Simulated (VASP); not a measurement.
All values below come from revPBE GGA, VASP's PBE PAW potentials (set 64) (plane waves; VASP 6.6.1).

VASP input:

### INCAR
```
! general
SYSTEM   =  PdIn
PREC     =  Accurate
ENCUT    =  520
LREAL    =  .False.
LASPH    =  .True.
ICHARG   =  11

! electronic loop
EDIFF    =  1E-7
NELM     =  100
ALGO     =  Normal
LMAXMIX  =  4

! smearing
ISMEAR   =  0
SIGMA    =  0.05

! functional
GGA      =  RE

! output
LWAVE    =  .False.
LCHARG   =  .False.
LORBIT   =  11
```

File KPOINTS:
```
k-points along high-symmetry lines
15
Line-mode
Reciprocal
  0.000000   0.000000   0.000000 ! GAMMA
  0.000000   0.500000   0.000000 ! X

  0.000000   0.500000   0.000000 ! X
  0.500000   0.500000   0.000000 ! M

  0.500000   0.500000   0.000000 ! M
  0.000000   0.000000   0.000000 ! GAMMA

  0.000000   0.000000   0.000000 ! GAMMA
  0.500000   0.500000   0.500000 ! R

  0.500000   0.500000   0.500000 ! R
  0.000000   0.500000   0.000000 ! X

  0.500000   0.500000   0.500000 ! R
  0.500000   0.500000   0.000000 ! M
```

File POSCAR:
```
PdIn
1
    3.3338348626     0.0000000000     0.0000000000
    0.0000000000     3.3338348626     0.0000000000
    0.0000000000     0.0000000000     3.3338348626
In Pd
1 1
Direct
  0.5000000000   0.5000000000   0.5000000000
  0.0000000000   0.0000000000   0.0000000000
```

POTCAR, in this order: In_d Pd (PBE.64 set). Program: vasp_std. Read from the step before: CHGCAR.

The resulting files:

OSZICAR:
```
       N       E                     dE             d eps       ncg     rms          rms(c)
DAV:   1     0.164043990762E+03    0.16404E+03   -0.11568E+04  2723   0.197E+03
DAV:   2     0.958362264304E+00   -0.16309E+03   -0.15766E+03  2847   0.407E+02
DAV:   3    -0.707520087054E+01   -0.80336E+01   -0.79557E+01  3386   0.943E+01
DAV:   4    -0.722506838185E+01   -0.14987E+00   -0.14983E+00  3314   0.126E+01
DAV:   5    -0.723224703117E+01   -0.71786E-02   -0.71785E-02  4105   0.242E+00
DAV:   6    -0.723236341130E+01   -0.11638E-03   -0.11638E-03  3486   0.255E-01
DAV:   7    -0.723236501084E+01   -0.15995E-05   -0.15981E-05  4147   0.354E-02
DAV:   8    -0.723236502443E+01   -0.13594E-07   -0.15145E-07  2958   0.317E-03
   1 F= -.72323650E+01 E0= -.72321659E+01  d E =-.398336E-03
```

OUTCAR:
```
 val. band max:       10.1177090293   @ k =   0.5000   0.5000   0.3214

 cond. band min:      10.1950298206   @ k =   0.0000   0.2500   0.0000



 k-point     1 :       0.0000    0.0000    0.0000
  band No.  band energies     occupation
      1      -5.1157      2.00000
      2      -5.1157      2.00000
      3      -4.7705      2.00000
      4      -4.7705      2.00000
      5      -4.7705      2.00000
      6       0.1476      2.00000
      7       6.1715      2.00000
      8       6.1715      2.00000
      9       7.5785      2.00000
     10       7.5785      2.00000
     11       7.5785      2.00000
     12      13.8907      0.00000
     13      13.8907      0.00000
     14      13.8907      0.00000
     15      18.5170      0.00000

 k-point     2 :       0.0000    0.0357    0.0000
  band No.  band energies     occupation
      1      -5.1152      2.00000
      2      -5.1119      2.00000
      3      -4.7716      2.00000
      4      -4.7716      2.00000
      5      -4.7701      2.00000
      6       0.1669      2.00000
      7       6.1720      2.00000
      8       6.1751      2.00000
      9       7.5645      2.00000
     10       7.5645      2.00000
     11       7.5778      2.00000
     12      13.7268      0.00000
     13      13.9288      0.00000
     14      13.9288      0.00000
     15      18.6143      0.00000

 k-point     3 :       0.0000    0.0714    0.0000
  band No.  band energies     occupation
      1      -5.1135      2.00000
      2      -5.1008      2.00000
      3      -4.7750      2.00000
      4      -4.7750      2.00000
      5      -4.7692      2.00000
      6       0.2249      2.00000
      7       6.1735      2.00000
      8       6.1850      2.00000
      9       7.5238      2.00000
     10       7.5238      2.00000
     11       7.5758      2.00000
     12      13.2966      0.00000
     13      14.0417      0.00000
     14      14.0417      0.00000
     15      18.8083      0.00000

...
```

The density is held fixed in this step, so its total energy and stress have no physical meaning. Unless said otherwise, spin-orbit coupling is left out, though it shifts the bands of the heavy elements here.

The compound is PdIn in the CsCl type structure. It was relaxed first, which changed the volume by +8 %. The electron count is odd and the run is not spin-polarised, which forces a metal.
